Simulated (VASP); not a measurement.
Here is the system:

```xyz
3
Lattice="0.0000 3.1192 3.1192 3.1192 0.0000 3.1192 3.1192 3.1192 0.0000" Properties=species:S:1:pos:R:3 pbc="T T T"
Na     1.5596     1.5596     1.5596
Na     4.6788     4.6788     4.6788
S      0.0000     0.0000     0.0000
```

Level of theory: PBEsol GGA, VASP's PBE PAW potentials (set 64) (plane waves; VASP). Settings: 500 eV cut-off, 6×6×6 Γ-centred mesh, Gaussian smearing of 0.050 eV, potentials Na_pv S.

Energy and stress use the plane-wave basis of the starting cell.

The ions, cell shape and volume at an external pressure of 10.0 GPa are relaxed. Give the cell that the relaxation ends in.

```xyz
3
Lattice="0.0000 3.0303 3.0303 3.0303 0.0000 3.0303 3.0303 3.0303 0.0000" Properties=species:S:1:pos:R:3 pbc="T T T"
Na     1.5152     1.5152     1.5152
Na     4.5455     4.5455     4.5455
S      0.0000     0.0000     0.0000
```
Space group Fm-3m (225), at a tolerance of 0.03 Å.

How do energy and volume change from the first to the last step?

The energy (σ→0) changes by +76.2 meV/atom and the volume by -8.3 %, in 3 ionic steps.

The compound is Na2S in the antifluorite structure. This run relaxes it under an external pressure of 10 GPa. Symmetry was kept, so distortions that lower it aren't found.
